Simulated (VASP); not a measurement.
```
CELL_PARAMETERS angstrom
      2.89000     0.00000     0.00000
      0.00000     2.89000     0.00000
      0.00000     0.00000     2.89000
ATOMIC_POSITIONS crystal
  Al 0.50000 0.50000 0.50000
  Ni 0.00000 0.00000 0.00000
```

Level of theory: PBE GGA + U (Dudarev), VASP's PBE PAW potentials (set 64) (plane waves; VASP 6.6.1). Run with 400 eV cut-off, 11×11×11 Γ-centred mesh, first-order Methfessel-Paxton smearing of 0.10 eV, potentials Al Ni, U − J: Ni 2.00 eV.

Q: Estimate the energy per atom (σ→0), pressure, band gap (on the k-mesh) with the smallest direct gap where there is one.

A: 
The band gap (on the k-mesh) is none (metal, semimetal or under 0.01 eV) and the energy per atom (σ→0) is -4.648 eV/atom. The pressure comes out as -20.4 kbar.

The absolute energy has meaning only against runs of the same code, potentials and settings.

The compound is NiAl in the CsCl type structure. The cell was not relaxed at this level. The run is one of a series of settings (LDAU = .TRUE., LDAUJ = 0 0, LDAUL = -1 2, LDAUTYPE = 2, LDAUU = 0 2.0 against the base run), some of them coarse on purpose. The run is not spin-polarised, so no magnetic state was tried. The electron count is odd and the run is not spin-polarised, which forces a metal.
